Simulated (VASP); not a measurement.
```yaml
crystal:
  lattice:
    - [0.00000, 2.14447, 2.14447]
    - [2.14447, 0.00000, 2.14447]
    - [2.14447, 2.14447, 0.00000]
  atoms:
    - { symbol: Mg, position: [0.00000, 0.00000, 0.00000] }
    - { symbol: O, position: [0.50000, 0.50000, 0.50000] }
```

These are HSE06 screened hybrid, VASP's PBE PAW potentials (set 64) (plane waves; VASP 6.6.1) values and carry that method's errors. Numerical set-up: 520 eV cut-off, 8×8×8 Γ-centred mesh, Gaussian smearing of 0.050 eV, potentials Mg O.

**Question.** Give the stress tensor in GPa (positive for a compressed cell).

**Answer.** 
```
-9.52   0.00   0.00
 0.00  -9.52   0.00
 0.00   0.00  -9.52
```
The pressure is its mean diagonal, -9.52 GPa.

The compound is MgO in the rock salt structure. This cell is one point of a volume scan, at 1.03 of the reference volume. The cell's shape comes from a PBE relaxation.
